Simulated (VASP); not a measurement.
A convergence study with VASP on AlN (zinc blende): one setting is varied, all else stays as given below, so the limit is that of these other settings. Each run relaxes cell and ions from the cell shown.

```xyz
2
Lattice="0.0000 2.1900 2.1900 2.1900 0.0000 2.1900 2.1900 2.1900 0.0000" Properties=species:S:1:pos:R:3 pbc="T T T"
Al     0.0000     0.0000     0.0000
N      1.0950     1.0950     1.0950
```

Calculation: PBEsol GGA, VASP's PBE PAW potentials (set 64) (plane waves; VASP 6.6.1). The tightest run used: 700 eV cut-off, 15×15×15 Γ-centred mesh, Gaussian smearing of 0.050 eV, potentials Al N.

Gaps are read on the run's mesh, which can miss a band edge.

### Question
The settings run are 2×2×2 mesh; 4×4×4 mesh; 5×5×5 mesh; 6×6×6 mesh; 7×7×7 mesh; 8×8×8 mesh; 10×10×10 mesh; 11×11×11 mesh; 12×12×12 mesh; 13×13×13 mesh; 14×14×14 mesh; 15×15×15 mesh. From which on does the relaxed volume stay within 0.02 Å³/atom of the tightest run?

### Answer
From 4×4×4 mesh on: it is off by 0.002 there and by no more than 0.02 in any finer run, while 2×2×2 mesh is off by 0.237.
| setting | relaxed volume (Å³/atom) | E (eV/atom) | gap on the mesh (eV) | irreducible k-points | difference judged (Å³/atom) |
|---|---|---|---|---|---|
| 2×2×2 mesh | 10.715 | -7.0701 | 2.676 | 3 | 0.237 |
| 4×4×4 mesh | 10.481 | -7.7889 | 3.155 | 8 | 0.002 |
| 5×5×5 mesh | 10.479 | -7.8042 | 3.760 | 10 | 0.000 |
| 6×6×6 mesh | 10.479 | -7.8073 | 3.183 | 16 | 0.000 |
| 7×7×7 mesh | 10.479 | -7.8080 | 3.487 | 20 | 0.000 |
| 8×8×8 mesh | 10.479 | -7.8082 | 3.185 | 29 | 0.000 |
| 10×10×10 mesh | 10.479 | -7.8083 | 3.185 | 47 | 0.000 |
| 11×11×11 mesh | 10.479 | -7.8083 | 3.309 | 56 | 0.000 |
| 12×12×12 mesh | 10.479 | -7.8083 | 3.185 | 72 | 0.000 |
| 13×13×13 mesh | 10.479 | -7.8083 | 3.274 | 84 | 0.000 |
| 14×14×14 mesh | 10.479 | -7.8083 | 3.185 | 104 | 0.000 |
| 15×15×15 mesh | 10.479 | -7.8083 | 3.252 | 120 | 0.000 |

Left out are rungs that failed or repeat a setting and relaxations that didn't move; long series are thinned to 24 rows.

The compound is AlN in the zinc blende structure, a metastable form; wurtzite is the usual one.
